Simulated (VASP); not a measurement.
Output of a VASP run:

File OUTCAR:
```
 ion  position               nearest neighbor table
   1  0.000  0.000  0.000-   2 3.15   2 3.15   2 3.15   2 3.15   2 3.15   2 3.15
   2  0.500  0.500  0.500-   1 3.15   1 3.15   1 3.15   1 3.15   1 3.15   1 3.15
  LATTYP: Found a face centered cubic cell.
 ALAT       =     6.3041943164
 Subroutine PRICEL returns:
 Original cell was already a primitive cell.
 Subroutine GETGRP returns: Found 48 space group operations
The static configuration has the point symmetry O_h .
The dynamic configuration has the point symmetry O_h .
 Subroutine INISYM returns: Found 48 space group operations
 Subroutine IBZKPT returns following result:
 Found     29 irreducible k-points:

 Following reciprocal coordinates:
            Coordinates               Weight
  0.000000  0.000000  0.000000      1.000000
  0.125000  0.000000  0.000000      8.000000
  0.250000  0.000000  0.000000      8.000000
  0.375000  0.000000  0.000000      8.000000
  0.500000  0.000000  0.000000      4.000000
  0.125000  0.125000  0.000000      6.000000
  0.250000  0.125000  0.000000     24.000000
  0.375000  0.125000  0.000000     24.000000
  0.500000  0.125000  0.000000     24.000000
 -0.375000  0.125000  0.000000     24.000000
 -0.250000  0.125000  0.000000     24.000000
 -0.125000  0.125000  0.000000     12.000000
  0.250000  0.250000  0.000000      6.000000
  0.375000  0.250000  0.000000     24.000000
  0.500000  0.250000  0.000000     24.000000
 -0.375000  0.250000  0.000000     24.000000
 -0.250000  0.250000  0.000000     12.000000
  0.375000  0.375000  0.000000      6.000000
  0.500000  0.375000  0.000000     24.000000
 -0.375000  0.375000  0.000000     12.000000
  0.500000  0.500000  0.000000      3.000000
  0.375000  0.250000  0.125000     24.000000
  0.500000  0.250000  0.125000     48.000000
 -0.375000  0.250000  0.125000     24.000000
  0.500000  0.375000  0.125000     24.000000
 -0.375000  0.375000  0.125000     48.000000
 -0.250000  0.375000  0.125000     24.000000
 -0.375000  0.500000  0.125000     12.000000
 -0.250000  0.500000  0.250000      6.000000
   k-points           NKPTS =     29   k-points in BZ     NKDIM =     29   number of bands    NBANDS=     12
   number of dos      NEDOS =    601   number of ions     NIONS =      2
   total plane-waves  NPLWV =  46656
   dimension x,y,z NGX =    36 NGY =   36 NGZ =   36
   dimension x,y,z NGXF=    72 NGYF=   72 NGZF=   72
   ions per type =               1   1
   PREC   = accura    normal or accurate (medium, high low for compatibility)
   ISTART =      0    job   : 0-new  1-cont  2-samecut
   ICHARG =      2    charge: 1-file 2-atom 10-const
   ISPIN  =      1    spin polarized calculation?
   LNONCOLLINEAR =      F non collinear calculations
   LSORBIT =      F    spin-orbit coupling
   INIWAV =      1    electr: 0-lowe 1-rand  2-diag
   ENCUT  =  520.0 eV  38.22 Ry    6.18 a.u.   8.29  8.29  8.29*2*pi/ulx,y,z
   NELM   =    100;   NELMIN=  2; NELMDL= -5     # of ELM steps
   EDIFF  = 0.1E-06   stopping-criterion for ELM
   LREAL  =      F    real-space projection
   NLSPLINE    = F    spline interpolate recip. space projectors
   LMAXMIX     =    2 max onsite mixed and CHGCAR
   VOSKOWN=      0    Vosko Wilk Nusair interpolation
   EDIFFG = 0.1E-05   stopping-criterion for IOM
   NSW    =      0    number of steps for IOM
   NBLOCK =      1;   KBLOCK =      1    inner block; outer block
   IBRION =     -1    ionic relax: 0-MD 1-quasi-New 2-CG
   NFREE  =      0    steps in history (QN), initial steepest desc. (CG)
   ISIF   =      2    stress and relaxation
   ISYM   =      2    0-nonsym 1-usesym 2-fastsym
   TEIN   =    0.0    initial temperature
   TEBEG  =    0.0;   TEEND  =   0.0 temperature during run
   SMASS  =  -3.00    Nose mass-parameter (am)
   PSTRESS=    0.0 pullay stress
   NELECT =      16.0000    total number of electrons
   EFERMI =   0.00;   METHOD = LEGACY
   ISMEAR =    -5;   SIGMA  =   0.20  broadening in eV -4-tet -1-fermi 0-gaus
   IALGO  =     38    algorithm
...
```

OSZICAR:
```
       N       E                     dE             d eps       ncg     rms          rms(c)
DAV:   1     0.798286413974E+02    0.79829E+02   -0.69738E+03   696   0.114E+03
DAV:   2    -0.188021625932E+02   -0.98631E+02   -0.92054E+02   896   0.273E+02
DAV:   3    -0.245974105668E+02   -0.57952E+01   -0.57342E+01   992   0.605E+01
DAV:   4    -0.248193977266E+02   -0.22199E+00   -0.21958E+00  1012   0.104E+01
DAV:   5    -0.248229794291E+02   -0.35817E-02   -0.35789E-02   920   0.141E+00    0.533E+00
DAV:   6    -0.165891382272E+02    0.82338E+01   -0.14123E+01   820   0.293E+01    0.316E+00
DAV:   7    -0.173254162163E+02   -0.73628E+00   -0.16992E+00   748   0.165E+01    0.228E+00
DAV:   8    -0.170585767926E+02    0.26684E+00   -0.86495E-01  1036   0.120E+01    0.215E+00
DAV:   9    -0.171254653052E+02   -0.66889E-01   -0.72863E-01  1048   0.905E+00    0.142E+00
DAV:  10    -0.173350497443E+02   -0.20958E+00   -0.27739E-01   968   0.602E+00    0.722E-01
DAV:  11    -0.172347255021E+02    0.10032E+00   -0.17054E-01   700   0.606E+00    0.400E-01
DAV:  12    -0.172271903463E+02    0.75352E-02   -0.38437E-02   952   0.198E+00    0.376E-01
DAV:  13    -0.172272111493E+02   -0.20803E-04   -0.32928E-03  1088   0.633E-01    0.273E-01
DAV:  14    -0.172081730928E+02    0.19038E-01   -0.39122E-02   888   0.240E+00    0.306E-01
DAV:  15    -0.172275806601E+02   -0.19408E-01   -0.34706E-02   884   0.244E+00    0.122E-01
DAV:  16    -0.172277121852E+02   -0.13153E-03   -0.84403E-04   876   0.345E-01    0.103E-01
DAV:  17    -0.172276810162E+02    0.31169E-04   -0.12594E-04   924   0.131E-01    0.933E-02
DAV:  18    -0.172276518947E+02    0.29122E-04   -0.87789E-05   904   0.690E-02    0.428E-02
DAV:  19    -0.172276709241E+02   -0.19029E-04   -0.34624E-05   808   0.582E-02    0.167E-02
DAV:  20    -0.172276718122E+02   -0.88815E-06   -0.48532E-06   928   0.265E-02    0.104E-02
DAV:  21    -0.172276756715E+02   -0.38593E-05   -0.62364E-06  1232   0.268E-02    0.395E-03
DAV:  22    -0.172276755789E+02    0.92564E-07   -0.21235E-07   848   0.649E-03
   1 F= -.17227676E+02 E0= -.17227676E+02  d E =0.000000E+00
       N       E                     dE             ncg
       N       E                     dE             ncg
       N       E                     dE             ncg
```

**OUTCAR**
```
------------------------ aborting loop because EDIFF is reached ----------------------------------------
  FORCE on cell =-STRESS in cart. coord.  units (eV):
  Direction    XX          YY          ZZ          XY          YZ          ZX
  --------------------------------------------------------------------------------------
  Total        0.0088762      0.0088762      0.0088762      0.0000000      0.0000000     -0.0000000
  in kB        0.2270432      0.2270432      0.2270432      0.0000000      0.0000000     -0.0000000
  external PRESSURE =       0.2270432 kB  Pullay stress =       0.0000000 kB
  volume of cell :       62.64
      direct lattice vectors                 reciprocal lattice vectors
     0.000000000  3.152097158  3.152097158    -0.158624552  0.158624552  0.158624552
     3.152097158  0.000000000  3.152097158     0.158624552 -0.158624552  0.158624552
     3.152097158  3.152097158  0.000000000     0.158624552  0.158624552 -0.158624552
  FREE ENERGIE OF THE ION-ELECTRON SYSTEM (eV)
  ---------------------------------------------------
  free  energy   TOTEN  =       -17.2276755789 eV

  energy  without entropy=      -17.2276755789  energy(sigma->0) =      -17.22767558

 total charge

# of ion       s       p       d       tot
------------------------------------------
    1        1.964   5.602   0.020   7.586
    2        1.572   3.608   0.000   5.180
--------------------------------------------------
tot          3.536   9.211   0.020  12.767
```
(Selected blocks of OUTCAR.)

**POSCAR**
```
KCl
1
    0.0000000000     3.1520971582     3.1520971582
    3.1520971582     0.0000000000     3.1520971582
    3.1520971582     3.1520971582    -0.0000000000
K Cl
1 1
Direct
  0.0000000000   0.0000000000   0.0000000000
  0.5000000000   0.5000000000   0.5000000000
```

Q: Reconstruct the remaining input files.

A: Several could match; the one computed here: the input of the run itself, MS2 meta-GGA, plane waves, VASP's PBE PAW potentials (set 64).

**INCAR**
```
NELM = 100
ALGO = Normal   ! blocked Davidson
LASPH = .True.
SYSTEM = KCl
ISMEAR = -5   ! tetrahedra, Bloechl
LWAVE = .False.
LREAL = .False.
LORBIT = 11   ! lm-projected
LCHARG = .False.
NEDOS = 601
ENCUT = 520   ! plane-wave cut-off (eV)
ISIF = 2   ! forces and stress, cell fixed
PREC = Accurate
LMIXTAU = .True.
EDIFF = 1E-7   ! SCF stop (eV)
METAGGA = MS2
```

### KPOINTS
```
kpoints
0
gamma
8 8 8
```

### KPOINTS_OPT
```
k-points along high-symmetry lines
10
Line-mode
Reciprocal
  0.000000   0.000000   0.000000 ! GAMMA
  0.500000   0.000000   0.500000 ! X

  0.500000   0.000000   0.500000 ! X
  0.625000   0.250000   0.625000 ! U

  0.375000   0.375000   0.750000 ! K
  0.000000   0.000000   0.000000 ! GAMMA

  0.000000   0.000000   0.000000 ! GAMMA
  0.500000   0.500000   0.500000 ! L

  0.500000   0.500000   0.500000 ! L
  0.500000   0.250000   0.750000 ! W

  0.500000   0.250000   0.750000 ! W
  0.500000   0.000000   0.500000 ! X
```

POTCAR, in this order: K_sv Cl (PBE.64 set). Program: vasp_std.

The compound is KCl in the rock salt structure. It was relaxed first.
